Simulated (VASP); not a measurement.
These are optB86b-vdW, VASP's PBE PAW potentials (set 64) (plane waves; VASP) values and carry that method's errors.

The input files of a VASP run:

POSCAR:
```
Cu
1
    0.0000000000     1.8050000000     1.8050000000
    1.8050000000     0.0000000000     1.8050000000
    1.8050000000     1.8050000000     0.0000000000
Cu
1
Direct
  0.0000000000   0.0000000000   0.0000000000
```

INCAR:
```
! general
SYSTEM  =Cu
PREC    =Accurate
ENCUT   =520
LREAL   =.FALSE.
LASPH   =.TRUE.

! electronic loop
EDIFF   =1E-6
NELM    =100
ALGO    =Normal
LMAXMIX =4

! smearing
ISMEAR  =1
SIGMA   =0.1

! functional
GGA     =MK
LUSE_VDW=.TRUE.
AGGAC   =0.0
PARAM1  =0.1234
PARAM2  =1.0

! ions
IBRION  =2
NSW     =60
ISIF    =3
EDIFFG  =-0.01

! output
LWAVE   =.FALSE.
LCHARG  =.FALSE.
```

KPOINTS:
```
Regular mesh
0
gamma
  16 16 16
0 0 0
```

POTCAR, in this order: Cu (PBE.64 set). Program: vasp_std.

**Question.** What will the output report for the number of irreducible k-points (NKPTS), largest plane-wave count, number of space-group operations, FFT grid (NGX, NGY, NGZ)?

**Answer.** 
```
Item                                           Value
--------------------------------------  ------------
number of irreducible k-points (NKPTS)           145
largest plane-wave count                         332
number of space-group operations                  48
FFT grid (NGX, NGY, NGZ)                20 × 20 × 20
```

The compound is Cu in the fcc structure. This run relaxes it. Symmetry was kept, so distortions that lower it aren't found.
